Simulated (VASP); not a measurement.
## ZnSe(110): relaxation, ionisation energy and affinity

Aim: ionisation energy and electron affinity of ZnSe(110), from a slab and a bulk run lined up through core potentials.

Program: VASP 6.6.1. Level of theory: r2SCAN; plane waves and PAW (Zn, Se). Results are calculated unless marked as measured.

### Step 1. The structure

It takes space group F-43m (No. 216, cubic). Conventional cell: a = 5.670 Å, b = 5.670 Å, c = 5.670 Å, α = 90.00°, β = 90.00°, γ = 90.00°. Nearest to Zn lie 4 Se at 2.46 Å. Se has 4 Zn at 2.46 Å nearest. Farther neighbours and most contacts between anions are not listed.

As a file:

```cif
data_structure
_symmetry_space_group_name_H-M 'F-43m'
_symmetry_Int_Tables_number 216
_cell_length_a 5.6700
_cell_length_b 5.6700
_cell_length_c 5.6700
_cell_angle_alpha 90.000
_cell_angle_beta 90.000
_cell_angle_gamma 90.000
_cell_volume 182.28
loop_
_atom_site_label
_atom_site_type_symbol
_atom_site_symmetry_multiplicity
_atom_site_Wyckoff_symbol
_atom_site_fract_x
_atom_site_fract_y
_atom_site_fract_z
_atom_site_occupancy
Zn1 Zn 4 a 0.00000 0.00000 0.00000 1
Se1 Se 4 d 0.25000 0.25000 0.75000 1
```

### Step 2. Relaxing the bulk crystal

The later steps need the crystal at this functional's own lattice; a raised cutoff keeps the stress reliable while the cell changes.

INCAR

```
SYSTEM = ZnSe
PREC = Accurate
ENCUT = 360
EDIFF = 1E-06
NELM = 120
ISMEAR = 0
SIGMA = 0.03
LREAL = .FALSE.
ALGO = Normal
METAGGA = R2SCAN
LASPH = .TRUE.
NBANDS = 15
LORBIT = 11
LWAVE = .FALSE.
LCHARG = .FALSE.
KPAR = 4
IBRION = 2
NSW = 40
ISIF = 3
EDIFFG = -0.02
POTIM = 0.4
```

POSCAR

```
ZnSe
1.0
    0.0000000000      2.8350000000      2.8350000000
    2.8350000000      0.0000000000      2.8350000000
    2.8350000000      2.8350000000      0.0000000000
Zn Se
1 1
Direct
    0.0000000000      0.0000000000      0.0000000000
    0.2500000000      0.2500000000      0.2500000000
```

KPOINTS

```
Automatic mesh
0
Gamma
6 6 6
0 0 0
```

PAW data sets: Zn and Se (PBE family, release 64).

Launch:

```
$ mpirun -np 4 vasp_std
```

Output:

```text
[banner, memory and clock lines left out]
running    4 mpi-ranks, on    1 nodes
 distrk:  each k-point on    1 cores,    4 groups
 distr:  one band on    1 cores,    1 groups

 POSCAR found type information on POSCAR ZnSe
 POSCAR found :  2 types and       2 ions
|                                                                             |
|               ----> ADVICE to this user running VASP <----                  |
|                                                                             |
|     You enforced a specific xc type in the INCAR file but a different       |
|     [... a line on the potential file left out ...]
|     I HOPE YOU KNOW WHAT YOU ARE DOING!                                     |
|                                                                             |

 LDA part: xc-table for (None), standard interpolation
 POSCAR, INCAR and KPOINTS ok, starting setup
 FFT: planning ... GRIDC
 FFT: planning ... GRID_SOFT
 FFT: planning ... GRID
 WAVECAR not read
 entering main loop
       N       E                     dE             d eps       ncg     rms          rms(c)
DAV:   1     0.543568038585E+02    0.54357E+02   -0.72995E+03   480   0.109E+03
DAV:   2    -0.233111938731E+02   -0.77668E+02   -0.74276E+02   536   0.223E+02
DAV:   3    -0.276452399114E+02   -0.43340E+01   -0.43223E+01   564   0.569E+01
DAV:   4    -0.276744708646E+02   -0.29231E-01   -0.29229E-01   585   0.507E+00
DAV:   5    -0.276746019973E+02   -0.13113E-03   -0.13113E-03   599   0.302E-01    0.504E+00
DAV:   6    -0.249078914543E+02    0.27667E+01   -0.13699E+00   536   0.334E+01    0.471E+00
DAV:   7    -0.248778518728E+02    0.30040E-01   -0.30070E-01   578   0.897E+00    0.221E+00
DAV:   8    -0.248915336675E+02   -0.13682E-01   -0.34526E-02   557   0.175E+00    0.535E-01
DAV:   9    -0.248933025198E+02   -0.17689E-02   -0.43499E-03   599   0.151E+00    0.881E-02
DAV:  10    -0.248934188838E+02   -0.11636E-03   -0.92195E-04   580   0.431E-01    0.543E-02
DAV:  11    -0.248933955080E+02    0.23376E-04   -0.35233E-04   634   0.414E-01    0.424E-02
DAV:  12    -0.248933831471E+02    0.12361E-04   -0.10120E-04   585   0.244E-01    0.771E-03
DAV:  13    -0.248933902979E+02   -0.71508E-05   -0.11364E-05   613   0.648E-02    0.438E-03
DAV:  14    -0.248933892291E+02    0.10688E-05   -0.25299E-06   417   0.294E-02    0.765E-04
DAV:  15    -0.248933902451E+02   -0.10160E-05   -0.13285E-07   247   0.755E-03    0.289E-04
DAV:  16    -0.248933900713E+02    0.17375E-06   -0.62373E-08   240   0.414E-03
   1 F= -.24893390E+02 E0= -.24893390E+02  d E =-.248934E+02
 curvature:   0.00 expect dE= 0.000E+00 dE for cont linesearch  0.000E+00
 trial: gam= 0.00000 g(F)=  0.976E-45 g(S)=  0.792E-03 ort = 0.000E+00 (trialstep = 0.100E+01)
 search vector abs. value=  0.792E-03
 bond charge predicted
       N       E                     dE             d eps       ncg     rms          rms(c)
DAV:   1    -0.249018889010E+02   -0.84987E-02   -0.96284E-02   585   0.625E+00    0.652E-01
DAV:   3    -0.248941952604E+02    0.80482E-03   -0.57843E-04   501   0.190E-01    0.120E-01
DAV:   4    -0.248939193981E+02    0.27586E-03   -0.13540E-04   601   0.113E-01    0.413E-02
DAV:   5    -0.248938860143E+02    0.33384E-04   -0.35999E-05   705   0.774E-02    0.741E-03
DAV:   6    -0.248938830684E+02    0.29459E-05   -0.79301E-06   508   0.292E-02    0.325E-03
DAV:   7    -0.248938849926E+02   -0.19242E-05   -0.43974E-07   240   0.627E-03    0.161E-03
DAV:   8    -0.248938847578E+02    0.23480E-06   -0.86511E-08   240   0.376E-03
   2 F= -.24893885E+02 E0= -.24893885E+02  d E =-.494686E-03
 trial-energy change:   -0.000495  1 .order   -0.000367   -0.000792    0.000058
 step:   0.9635(harm=  0.9319)  dis= 0.00000  next Energy=   -24.893886 (dE=-0.496E-03)
 reached required accuracy - stopping structural energy minimisation
```

Run time: 31 s. Hardware: 4 MPI ranks of Intel Xeon Platinum 8488C (Sapphire Rapids), shared host; peak memory 0.57 GiB.

The logs omit lines about the potential files and the build; timing stands in the text.

From OUTCAR (step 2):

```text
ion  position               nearest neighbor table
   1  0.000  0.000  0.000-   2 2.46   2 2.46   2 2.46   2 2.46
   2  0.250  0.250  0.250-   1 2.46   1 2.46   1 2.46   1 2.46

  LATTYP: Found a face centered cubic cell.
 ALAT       =     5.6700000000

 Subroutine GETGRP returns: Found 24 space group operations
 (whereof 24 operations were pure point group operations)

The static configuration has the point symmetry T_d .

 Found     16 irreducible k-points:

   k-points           NKPTS =     16   k-points in BZ     NKDIM =     16   number of bands    NBANDS=     15

   dimension x,y,z NGX =    28 NGY =   28 NGZ =   28
   dimension x,y,z NGXF=    56 NGYF=   56 NGZF=   56

   ENCUT  =  360.0 eV  26.46 Ry    5.14 a.u.   6.20  6.20  6.20*2*pi/ulx,y,z

   NELECT =      18.0000    total number of electrons

 k-points in reciprocal lattice and weights: Automatic mesh
   0.00000000  0.00000000  0.00000000       0.005
   0.16666667  0.00000000  0.00000000       0.037
   0.33333333  0.00000000  0.00000000       0.037
   0.50000000  0.00000000  0.00000000       0.019
   0.16666667  0.16666667  0.00000000       0.028
   0.33333333  0.16666667  0.00000000       0.111
   0.50000000  0.16666667  0.00000000       0.111
  -0.33333333  0.16666667  0.00000000       0.111
  -0.16666667  0.16666667  0.00000000       0.056
[...]
-0.33333333  0.33333333  0.16666667       0.111
  -0.33333333  0.50000000  0.16666667       0.056

 average (electrostatic) potential at core
       1 -42.6084       2 -60.3738

 E-fermi :   1.4788

 k-point     1 :       0.0000    0.0000    0.0000
  band No.  band energies     occupation
    ...
      5      -4.9387      2.00000
      6      -4.9387      2.00000
      7       1.3500      2.00000
      8       1.3500      2.00000
      9       1.3500      2.00000
     10       3.2365      0.00000
     11       7.6587      0.00000
     12       7.6589      0.00000
     13       7.6589      0.00000
     14      11.9580      0.00000
    ...

 k-point     2 :       0.1667    0.0000    0.0000
  band No.  band energies     occupation
    ...
      5      -4.9404      2.00000
      6      -4.9404      2.00000
      7      -0.5118      2.00000
      8       1.0923      2.00000
      9       1.0923      2.00000
     10       4.4400      0.00000
     11       7.7276      0.00000
     12       8.0741      0.00000
     13       8.0743      0.00000
     14      12.3682      0.00000
    ...

 k-point     3 :       0.3333    0.0000    0.0000
  band No.  band energies     occupation
    ...
      5      -4.9323      2.00000
      6      -4.9323      2.00000
      7      -2.7577      2.00000
      8       0.6523      2.00000
      9       0.6523      2.00000
     10       4.5566      0.00000
     11       8.3269      0.00000
     12       8.3271      0.00000
     13       9.4850      0.00000
     14      12.3947      0.00000
    ...

  Total        0.0085470      0.0085470      0.0085470     -0.0000000      0.0000000     -0.0000000
  in kB        0.3025373      0.3025373      0.3025373     -0.0000000      0.0000000     -0.0000000
  external PRESSURE =       0.3025373 kB  Pullay stress =       0.0000000 kB

  energy-cutoff  :      360.00
  volume of cell :       45.26
      direct lattice vectors                 reciprocal lattice vectors
     0.000000000  2.828600253  2.828600253    -0.176765875  0.176765875  0.176765875
     2.828600253  0.000000000  2.828600253     0.176765875 -0.176765875  0.176765875
     2.828600253  2.828600253  0.000000000     0.176765875  0.176765875 -0.176765875

 POSITION                                       TOTAL-FORCE (eV/Angst)
 -----------------------------------------------------------------------------------
      2.82860      2.82860      0.00000         0.000000      0.000000      0.000000
      1.41430      1.41430      1.41430        -0.000000     -0.000000     -0.000000
 -----------------------------------------------------------------------------------
    total drift:                                0.000006      0.000006      0.000006

  FREE ENERGIE OF THE ION-ELECTRON SYSTEM (eV)
  ---------------------------------------------------
  free  energy   TOTEN  =       -24.8938847578 eV

  energy  without entropy=      -24.8938847578  energy(sigma->0) =      -24.89388476

 reached required accuracy - stopping structural energy minimisation

 total charge
# of ion       s       p       d       tot
------------------------------------------
    1        0.512   0.448   9.800  10.760
    2        1.430   2.487   0.030   3.947
--------------------------------------------------
tot          1.942   2.935   9.830  14.707

[... 3 further parts left out ...]
```

CONTCAR:

```
ZnSe
   1.00000000000000
     0.0000000000000000    2.8286002531116585    2.8286002531116585
     2.8286002531116585    0.0000000000000000    2.8286002531116585
     2.8286002531116585    2.8286002531116585    0.0000000000000000
  Zn              Se
     1     1
Direct
     0.0000000000000000    0.0000000000000000    1.0000000000000000
     0.2500000000000000    0.2500000000000000    0.2500000000000000
```

The PAW data sets were made with PBE, which is usual practice but a small mismatch for other functionals. The run keeps the 24 symmetry operations of its start, so it cannot find a distortion of lower symmetry.

Relaxation path:

| step | energy less that of the first step (eV) | largest force (eV/Å) | pressure (GPa) | volume (Å³) |
| --- | --- | --- | --- | --- |
| 1 | 0.0000 | 0.0000 | -0.41 | 45.57 |
| 2 | -0.0005 | 0.0000 | 0.03 | 45.26 |

| conventional cell, symmetrised | before | after | change |
| --- | --- | --- | --- |
| a (Å) | 5.670 | 5.657 | -0.2 % |
| b (Å) | 5.670 | 5.657 | -0.2 % |
| c (Å) | 5.670 | 5.657 | -0.2 % |
| volume (Å³/atom) | 22.79 | 22.63 | -0.7 % |

The relaxed structure:

```
Zn Se
1.0
     0.00000    2.82860    2.82860
     2.82860    0.00000    2.82860
     2.82860    2.82860    0.00000
Zn Se
1 1
Direct
  0.00000 0.00000 0.00000
  0.25000 0.25000 0.25000
```

Numbers from this step:

```yaml
electronic_cycles: 24
electrons: 18
free_energy_toten: -24.89 eV
fermi_energy: 1.479 eV
```

The run ended after 2 ionic steps, 0.000 eV below its first step, once forces and stress met EDIFFG = -0.02.

### Step 3. Band edges of the bulk

A static bulk run at the slab's cutoff gives the band edges and the core potentials that tie them to the slab.

INCAR

```
SYSTEM = ZnSe
PREC = Normal
ENCUT = 320
EDIFF = 1E-06
NELM = 120
ISMEAR = 0
SIGMA = 0.03
LREAL = .FALSE.
ALGO = Normal
METAGGA = R2SCAN
LASPH = .TRUE.
NBANDS = 15
LORBIT = 11
LWAVE = .FALSE.
LCHARG = .FALSE.
KPAR = 4
```

POSCAR

```
ZnSe
1.0
    0.0000000000      2.8286002531      2.8286002531
    2.8286002531      0.0000000000      2.8286002531
    2.8286002531      2.8286002531      0.0000000000
Zn Se
1 1
Direct
    0.0000000000      0.0000000000      0.0000000000
    0.2500000000      0.2500000000      0.2500000000
```

KPOINTS

```
Automatic mesh
0
Gamma
13 13 13
0 0 0
```

Launch:

```
$ mpirun -np 4 vasp_std
```

Output:

```text
[banner, memory and clock lines left out]
running    4 mpi-ranks, on    1 nodes
 distrk:  each k-point on    1 cores,    4 groups
 distr:  one band on    1 cores,    1 groups

 POSCAR found type information on POSCAR ZnSe
 POSCAR found :  2 types and       2 ions
 [... a notice as in an earlier step ...]

 LDA part: xc-table for (None), standard interpolation
 POSCAR, INCAR and KPOINTS ok, starting setup
 FFT: planning ... GRIDC
 FFT: planning ... GRID_SOFT
 FFT: planning ... GRID
 WAVECAR not read
 entering main loop
       N       E                     dE             d eps       ncg     rms          rms(c)
DAV:   1     0.500137162863E+02    0.50014E+02   -0.68687E+03  2528   0.993E+02
DAV:   2    -0.237565977661E+02   -0.73770E+02   -0.70110E+02  2933   0.213E+02
DAV:   3    -0.276484585894E+02   -0.38919E+01   -0.38829E+01  3073   0.530E+01
DAV:   4    -0.276722634174E+02   -0.23805E-01   -0.23803E-01  3017   0.457E+00
DAV:   5    -0.276723651011E+02   -0.10168E-03   -0.10168E-03  3206   0.261E-01    0.512E+00
DAV:   6    -0.249124457265E+02    0.27599E+01   -0.13454E+00  2786   0.327E+01    0.474E+00
DAV:   7    -0.248817171935E+02    0.30729E-01   -0.29251E-01  3087   0.872E+00    0.223E+00
DAV:   8    -0.248948784555E+02   -0.13161E-01   -0.33708E-02  2947   0.169E+00    0.531E-01
DAV:   9    -0.248964544829E+02   -0.15760E-02   -0.43938E-03  3241   0.153E+00    0.883E-02
DAV:  10    -0.248965571707E+02   -0.10269E-03   -0.88544E-04  3029   0.421E-01    0.546E-02
DAV:  11    -0.248965334038E+02    0.23767E-04   -0.34325E-04  3346   0.410E-01    0.419E-02
DAV:  12    -0.248965199577E+02    0.13446E-04   -0.96427E-05  3073   0.237E-01    0.797E-03
DAV:  13    -0.248965270644E+02   -0.71067E-05   -0.11410E-05  3283   0.637E-02    0.415E-03
DAV:  14    -0.248965262714E+02    0.79300E-06   -0.25060E-06  2184   0.288E-02
   1 F= -.24896526E+02 E0= -.24896526E+02  d E =-.771132E-26
```

Wall time 14 s (4 MPI ranks); peak memory 0.54 GiB; 53 s of CPU time.

From OUTCAR (step 3):

```text
  LATTYP: Found a face centered cubic cell.
 ALAT       =     5.6572005062

The static configuration has the point symmetry T_d .

 Found     84 irreducible k-points:

   k-points           NKPTS =     84   k-points in BZ     NKDIM =     84   number of bands    NBANDS=     15

   dimension x,y,z NGX =    18 NGY =   18 NGZ =   18
   dimension x,y,z NGXF=    36 NGYF=   36 NGZF=   36

   ENCUT  =  320.0 eV  23.52 Ry    4.85 a.u.   5.83  5.83  5.83*2*pi/ulx,y,z

   NELECT =      18.0000    total number of electrons

 E-fermi :   1.5616

 k-point     1 :       0.0000    0.0000    0.0000
  band No.  band energies     occupation
    ...
      5      -4.9191      2.00000
      6      -4.9191      2.00000
      7       1.3506      2.00000
      8       1.3506      2.00000
      9       1.3507      2.00000
     10       3.2346      0.00000
     11       7.6589      0.00000
     12       7.6589      0.00000
     13       7.6594      0.00000
     14      11.9582      0.00000
    ...

 k-point     2 :       0.0769    0.0000    0.0000
  band No.  band energies     occupation
    ...
      5      -4.9196      2.00000
      6      -4.9196      2.00000
      7       0.7508      2.00000
      8       1.2887      2.00000
      9       1.2888      2.00000
     10       3.7197      0.00000
     11       7.5941      0.00000
     12       7.7676      0.00000
     13       7.7680      0.00000
     14      12.3652      0.00000
    ...

  Total        0.0477850      0.0477850      0.0477850      0.0000000      0.0000000      0.0000000
  in kB        1.6914442      1.6914442      1.6914442      0.0000000      0.0000000      0.0000000
  external PRESSURE =       1.6914442 kB  Pullay stress =       0.0000000 kB

  energy-cutoff  :      320.00
  volume of cell :       45.26
      direct lattice vectors                 reciprocal lattice vectors
     0.000000000  2.828600253  2.828600253    -0.176765875  0.176765875  0.176765875
     2.828600253  0.000000000  2.828600253     0.176765875 -0.176765875  0.176765875
     2.828600253  2.828600253  0.000000000     0.176765875  0.176765875 -0.176765875

 POSITION                                       TOTAL-FORCE (eV/Angst)
 -----------------------------------------------------------------------------------
      0.00000      0.00000      0.00000         0.000000      0.000000      0.000000
      1.41430      1.41430      1.41430        -0.000000     -0.000000     -0.000000
 -----------------------------------------------------------------------------------
    total drift:                               -0.000054     -0.000054     -0.000052

  FREE ENERGIE OF THE ION-ELECTRON SYSTEM (eV)
  ---------------------------------------------------
  free  energy   TOTEN  =       -24.8965262714 eV

  energy  without entropy=      -24.8965262714  energy(sigma->0) =      -24.89652627

 total charge
# of ion       s       p       d       tot
------------------------------------------
    1        0.513   0.448   9.795  10.756
    2        1.431   2.483   0.031   3.944
--------------------------------------------------
tot          1.944   2.931   9.825  14.700

[... 1 part as in an earlier step ...]

[... 7 further parts left out ...]
```

The gap is read on the k-mesh alone, so it is an upper bound where the band edges lie off the mesh.

This step gave:

```yaml
electronic_cycles: 14
free_energy_toten: -24.90 eV
fermi_energy: 1.562 eV
metallic: no
gap_on_the_k_mesh: 1.884 eV
least_direct_gap_on_the_k_mesh: 1.884 eV
```

[end of part 1 of 3]

[Lines on the potential files, build, host, timing and source positions are cut from VASP's logs without a mark.]

[Logs are printed without paths, hosts, clocks, repeated set-up lines and the standing remarks that a program may print on its own settings, such as how far it seeks lower states.]

[Hosts, paths, dates, database ids (printed as entryN), source tags and the programs' standing remarks are cut or masked in the printed files.]

[Runs that stopped without an error message from VASP are left out.]
